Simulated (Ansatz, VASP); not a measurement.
# W2SeS3: VASP beside Ansatz, part 2 of 2

Wanted: the spread between two codes on one cell, functional and k mesh. The cell is generated by rule, not measured, and may not be a known phase. The cell is taken from a series of runs on this material, whose earlier steps may have relaxed, scaled, displaced or heated it; both programs get it as it stands. Other levels of theory on this material are compared in a session of their own.

VASP 6.6.1 and Ansatz 0.2.0.

So far: The starting structure; Ansatz: single point, PBEsol, spin-orbit coupling.

### Step 3. VASP: single point, PBEsol, spin-orbit coupling

Level of this step: PBEsol, spin-orbit coupling, no spin polarisation; plane waves and PAW (W, S, Se); invented cell (VASP).

The same cell, functional, mesh and smearing now go to VASP, with its own data sets.

Lines of VASP's logs that name or quote its potential files are left out, and so is its time.

File INCAR:

```
SYSTEM = W2SeS3
PREC = Accurate
ENCUT = 600
EDIFF = 1E-06
NELM = 200
ISMEAR = -1
SIGMA = 0.02
LREAL = .FALSE.
ALGO = Normal
GGA = PS
LNONCOLLINEAR = .TRUE.
MAGMOM = 0 0 0 0 0 0 0 0 0 0 0 0 0 0 0 0 0 0
NBANDS = 48
GGA_COMPAT = .FALSE.
LASPH = .TRUE.
LSORBIT = .TRUE.
LMAXMIX = 4
LORBIT = 11
LWAVE = .FALSE.
LCHARG = .FALSE.
ISIF = 2
EFERMI = MIDGAP
KPAR = 2
```

File POSCAR:

```
W2SeS3
1.0
    3.1485037122      0.0000000000      0.0000000000
   -1.5742518561      2.7266841987      0.0000000000
    0.0000000000      0.0000000000     11.8906126221
W S Se
2 3 1
Direct
    0.3333333333      0.6666666667      0.2442657394
    1.0000000000      0.0000000000      0.7567213129
    0.6666666666      0.3333333334      0.3753229058
    0.6666666666      0.3333333334      0.1130437893
    0.3333333333      0.6666666667      0.8867353237
    0.3333333333      0.6666666667      0.6119396598
```

File KPOINTS:

```
Automatic mesh
0
Gamma
12 12 2
0 0 0
```

PAW data sets: W, S and Se (PBE family, release 64).

Launch:

```bash
mpirun -np 2 vasp_ncl
```

Numbers of over 12 decimals in the logs are rounded to 6 here.

The log of the run:

```text
[banner, memory and clock lines left out]
running    2 mpi-ranks, on    1 nodes
 distrk:  each k-point on    1 cores,    2 groups
 distr:  one band on    1 cores,    1 groups

 POSCAR found type information on POSCAR W S Se
 POSCAR found :  3 types and       6 ions
|                                                                             |
|               ----> ADVICE to this user running VASP <----                  |
|                                                                             |
|     You enforced a specific xc type in the INCAR file but a different       |
|     [... a line on the potential file left out ...]
|     I HOPE YOU KNOW WHAT YOU ARE DOING!                                     |
|                                                                             |

 LDA part: xc-table for (Slater+PW92), standard interpolation
 POSCAR, INCAR and KPOINTS ok, starting setup
 FFT: planning ... GRIDC
 FFT: planning ... GRID_SOFT
 FFT: planning ... GRID
 WAVECAR not read
 entering main loop
       N       E                     dE             d eps       ncg     rms          rms(c)
DAV:   1     0.211177412987E+03    0.21118E+03   -0.17591E+04  5952   0.151E+03
DAV:   2    -0.310303033213E+02   -0.24221E+03   -0.23113E+03  7632   0.315E+02
DAV:   3    -0.515793149110E+02   -0.20549E+02   -0.20227E+02  7600   0.846E+01
DAV:   4    -0.522082972263E+02   -0.62898E+00   -0.62492E+00  8344   0.159E+01
DAV:   5    -0.522239205065E+02   -0.15623E-01   -0.15595E-01  7720   0.235E+00    0.406E+01
DAV:   6    -0.502616793054E+02    0.19622E+01   -0.75261E+00  8720   0.144E+01    0.184E+01
DAV:   7    -0.499820388241E+02    0.27964E+00   -0.29428E+00  7800   0.101E+01    0.887E+00
DAV:   8    -0.498687333654E+02    0.11331E+00   -0.43017E-01  7896   0.442E+00    0.178E+00
DAV:   9    -0.498617963309E+02    0.69370E-02   -0.69899E-02  8280   0.146E+00    0.920E-01
DAV:  10    -0.498596706872E+02    0.21256E-02   -0.10389E-02  8096   0.615E-01    0.469E-01
DAV:  11    -0.498589754673E+02    0.69522E-03   -0.40364E-03  7584   0.331E-01    0.199E-01
DAV:  12    -0.498588622375E+02    0.11323E-03   -0.89067E-04  8024   0.175E-01    0.100E-01
DAV:  13    -0.498588776595E+02   -0.15422E-04   -0.12765E-04  7720   0.706E-02    0.924E-02
DAV:  14    -0.498588811671E+02   -0.35076E-05   -0.67304E-06  8168   0.165E-02    0.501E-02
DAV:  15    -0.498588807519E+02    0.41522E-06   -0.25600E-06  7184   0.984E-03
   1 F= -.49858881E+02 E0= -.49858881E+02  d E =-.684486E-08  mag=     0.0000    -0.0000     0.0000
```

From OUTCAR (step 3):

```text
ion  position               nearest neighbor table
   1  0.333  0.667  0.244-   3 2.39   3 2.39   3 2.39   4 2.40   4 2.40   4 2.40
   2  0.000  0.000  0.757-   5 2.39   5 2.39   5 2.39   6 2.50   6 2.50   6 2.50
   3  0.667  0.333  0.375-   1 2.39   1 2.39   1 2.39
   4  0.667  0.333  0.113-   1 2.40   1 2.40   1 2.40
   5  0.333  0.667  0.887-   2 2.39   2 2.39   2 2.39
   6  0.333  0.667  0.612-   2 2.50   2 2.50   2 2.50

  LATTYP: Found a hexagonal cell.
 ALAT       =     3.1485037122
 C/A-ratio  =     3.7765915841

 Subroutine GETGRP returns: Found  6 space group operations
 (whereof  6 operations were pure point group operations)

The static configuration has the point symmetry C_3v.

 Found     62 irreducible k-points:

   k-points           NKPTS =     62   k-points in BZ     NKDIM =     62   number of bands    NBANDS=     48

   dimension x,y,z NGX =    28 NGY =   28 NGZ =   96
   dimension x,y,z NGXF=    56 NGYF=   56 NGZF=  192

   ENCUT  =  600.0 eV  44.10 Ry    6.64 a.u.   6.29  6.29 23.75*2*pi/ulx,y,z

   NELECT =      36.0000    total number of electrons

 k-points in reciprocal lattice and weights: Automatic mesh
   0.00000000  0.00000000  0.00000000       0.003
   0.08333333 -0.00000000  0.00000000       0.010
  -0.08333333  0.00000000  0.00000000       0.010
   0.16666667  0.00000000  0.00000000       0.010
  -0.16666667 -0.00000000  0.00000000       0.010
   0.25000000  0.00000000  0.00000000       0.010
  -0.25000000 -0.00000000  0.00000000       0.010
   0.33333333  0.00000000  0.00000000       0.010
  -0.33333333  0.00000000  0.00000000       0.010
[...]
-0.33333333 -0.25000000  0.50000000       0.021
   0.33333333  0.33333333  0.50000000       0.007

 average (electrostatic) potential at core
       1 -39.1165       2 -38.6283       3 -85.3998       4 -85.3472       5 -84.9877
       6 -51.5578

 E-fermi :   7.3954

 k-point     1 :       0.0000    0.0000    0.0000
  band No.  band energies     occupation
    ...
     32       5.5330      1.00000
     33       5.9259      1.00000
     34       5.9259      1.00000
     35       7.1290      1.00000
     36       7.1290      1.00000
     37       8.9521      0.00000
     38       8.9521      0.00000
     39       9.0000      0.00000
     40       9.0000      0.00000
     41       9.2577      0.00000
    ...

 k-point     2 :       0.0833   -0.0000    0.0000
  band No.  band energies     occupation
    ...
     32       5.5379      1.00000
     33       6.0042      1.00000
     34       6.0274      1.00000
     35       6.8421      1.00000
     36       6.8529      1.00000
     37       8.8498      0.00000
     38       8.8781      0.00000
     39       9.0221      0.00000
     40       9.0401      0.00000
     41       9.1286      0.00000
    ...

 k-point     3 :      -0.0833    0.0000    0.0000
  band No.  band energies     occupation
    ...
     32       5.5379      1.00000
     33       6.0042      1.00000
     34       6.0274      1.00000
     35       6.8421      1.00000
     36       6.8529      1.00000
     37       8.8498      0.00000
     38       8.8781      0.00000
     39       9.0221      0.00000
     40       9.0401      0.00000
     41       9.1286      0.00000
    ...

  Total        2.3696503      2.3696503      2.6329788     -0.0000000      0.0000000     -0.0000000
  in kB       37.1921733     37.1921733     41.3251718     -0.0000000      0.0000000     -0.0000000
  external PRESSURE =      38.5698395 kB  Pullay stress =       0.0000000 kB

  energy-cutoff  :      600.00
  volume of cell :      102.08
      direct lattice vectors                 reciprocal lattice vectors
     3.148503712  0.000000000  0.000000000     0.317611187  0.183372904  0.000000000
    -1.574251856  2.726684199  0.000000000     0.000000000  0.366745808  0.000000000
     0.000000000  0.000000000 11.890612622     0.000000000  0.000000000  0.084099956

 POSITION                                       TOTAL-FORCE (eV/Angst)
 -----------------------------------------------------------------------------------
     -0.00000      1.81779      2.90447        -0.000000      0.000000     -0.001881
      0.00000      0.00000      8.99788        -0.000000      0.000000      0.015161
      1.57425      0.90889      4.46282         0.000000     -0.000000     -0.033409
      1.57425      0.90889      1.34416         0.000000     -0.000000      0.038151
     -0.00000      1.81779     10.54383        -0.000000      0.000000     -0.025058
     -0.00000      1.81779      7.27634         0.000000     -0.000000      0.007036
 -----------------------------------------------------------------------------------
    total drift:                                0.000001     -0.000000      0.000042

  FREE ENERGIE OF THE ION-ELECTRON SYSTEM (eV)
  ---------------------------------------------------
  free  energy   TOTEN  =       -49.8588807519 eV

  energy  without entropy=      -49.8588807451  energy(sigma->0) =      -49.85888075

 Spin-Orbit-Coupling matrix elements
 Ion:    1  E_soc:     -0.3209229
 Ion:    2  E_soc:     -0.3262780
 Ion:    3  E_soc:     -0.0030529
 Ion:    4  E_soc:     -0.0030967
 Ion:    5  E_soc:     -0.0030537
 Ion:    6  E_soc:     -0.0435690

 total charge
# of ion       s       p       d       tot
------------------------------------------
    1        0.571   0.736   4.319   5.626
    2        0.564   0.716   4.333   5.613
    3        1.355   2.349   0.000   3.704
    4        1.359   2.339   0.000   3.697
    5        1.352   2.355   0.000   3.707
    6        1.483   2.361   0.081   3.925
--------------------------------------------------
tot          6.683  10.855   8.734  26.272

 magnetization (x)
# of ion       s       p       d       tot
------------------------------------------
    1        0.000  -0.000   0.000   0.000
    2        0.000   0.000   0.000   0.000
    3        0.000   0.000   0.000   0.000
    4        0.000   0.000   0.000   0.000
    5        0.000   0.000   0.000   0.000
    6        0.000   0.000   0.000   0.000
--------------------------------------------------
tot          0.000   0.000   0.000   0.000

 magnetization (y)
# of ion       s       p       d       tot
------------------------------------------
    1        0.000   0.000   0.000   0.000
    2       -0.000   0.000   0.000  -0.000
    3        0.000  -0.000   0.000  -0.000
    4        0.000  -0.000   0.000  -0.000
    5        0.000   0.000   0.000   0.000
    6        0.000  -0.000   0.000  -0.000
--------------------------------------------------
tot         -0.000  -0.000   0.000  -0.000

 magnetization (z)
# of ion       s       p       d       tot
------------------------------------------
    1       -0.000   0.000   0.000   0.000
    2       -0.000   0.000   0.000   0.000
    3        0.000  -0.000   0.000  -0.000
    4        0.000   0.000   0.000   0.000
    5       -0.000  -0.000   0.000  -0.000
    6        0.000   0.000   0.000   0.000
--------------------------------------------------
tot         -0.000  -0.000   0.000   0.000

[... 3 further parts left out ...]
```

The run ends at a pressure of 3.86 GPa, with forces up to 0.038 eV/Å.

### Step 4. Comparison

Known differences besides the potentials themselves: spin-orbit coupling enters by fully relativistic files in Ansatz and inside the spheres in VASP; the data sets hold 62 valence electrons in Ansatz (on its PAW fully relativistic soft_1 files) and 36 in VASP; the cutoff is 420 eV in Ansatz and 600 eV in VASP; Ansatz makes its cores anew for this functional, VASP keeps those of its PBE data sets. Total energies have different zeros and are not compared.

Both answers:

```
              quantity  Ansatz   VASP  difference
        pressure (GPa)    4.13   3.86       +0.27
gap on the k mesh (eV)   0.529  0.556      -0.027
```

At this near-relaxed geometry the largest component of a force difference is 24 meV/Å. A gap on the mesh is an upper bound, since the band edges may lie between its points.

### Step 5. Results

- difference in gap on the k mesh (single point, PBEsol, spin-orbit coupling): -0.027 eV
- r.m.s. force difference (single point, PBEsol, spin-orbit coupling): 8.6 meV/Å

**Reading.** The r.m.s. force difference is 8.6 meV/Å (single point, PBEsol, spin-orbit coupling), within the 12 meV/Å picked in this series as the mark of a large difference. The data sets hold unlike numbers of valence electrons (62 in Ansatz and 36 in VASP), so part of the differences comes from the potentials. 4 further runs of this series are not shown here. How closely two codes agree says nothing of how well the functional describes the real material.

[Lines on the potential files, build, host, timing and source positions are cut from VASP's logs without a mark.]

[Logs are printed without paths, hosts, clocks, repeated set-up lines and the standing remarks that a program may print on its own settings, such as how far it seeks lower states.]

[Hosts, paths, dates, database ids (printed as entryN), source tags and the programs' standing remarks are cut or masked in the printed files.]
